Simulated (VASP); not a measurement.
Input:

```
TaS2
1.0
    3.32098     0.00000     0.00000
   -1.66049     2.87605     0.00000
    0.00000     0.00000     6.03016
Ta S
1 2
Cartesian
  0.00000   0.00000   0.00000
  0.00000   1.91737   1.53945
  1.66049   0.95868   4.49070
```

All values below come from PBEsol GGA, VASP's PBE PAW potentials (set 64) (plane waves; VASP). Numerical set-up: 400 eV cut-off, 12×12×6 Γ-centred mesh, tetrahedra with Blöchl corrections, potentials Ta_pv S.

Without a dispersion term in the relaxation, distances and binding between the weakly bound layers, chains or molecules are unreliable, and so is what depends on them.  Unless said otherwise, spin-orbit coupling is left out, though it shifts the bands of the heavy elements here.

Q: Tabulate the total density of states (states/eV per cell) against energy (eV; zero at the valence-band maximum or, without a gap, the Fermi level).

A: 
```
E (eV) | DOS (states/eV)
    -9.93 |  0.00
    -9.40 |  0.00
    -8.87 |  0.00
    -8.23 |  0.00
    -7.71 |  0.00
    -7.18 |  0.00
    -6.54 | ###### 0.96
    -6.01 | ############ 2.06
    -5.48 | ############ 2.02
    -4.95 | ############# 2.26
    -4.42 | ############ 2.11
    -3.79 | ############################## 5.09
    -3.26 | ############ 2.03
    -2.73 | ############## 2.42
    -2.10 | ############ 1.97
    -1.57 | ##### 0.83
    -1.04 | ### 0.55
    -0.51 | ##### 0.93
     0.02 | ########## 1.68
     0.65 | ###### 1.03
     1.18 | ######### 1.58
     1.71 | ######### 1.58
     2.35 | ########## 1.61
     2.88 | ############# 2.21
     3.40 | # 0.14
```
Within 2 eV below the Fermi level the largest weight inside VASP's projection spheres is S p, then Ta d.

The structure comes from a measured TaS2 entry (P-3m1) of the Crystallography Open Database, whose conditions weren't checked. It was relaxed first. The electron count is odd and the run is not spin-polarised, which forces a metal.
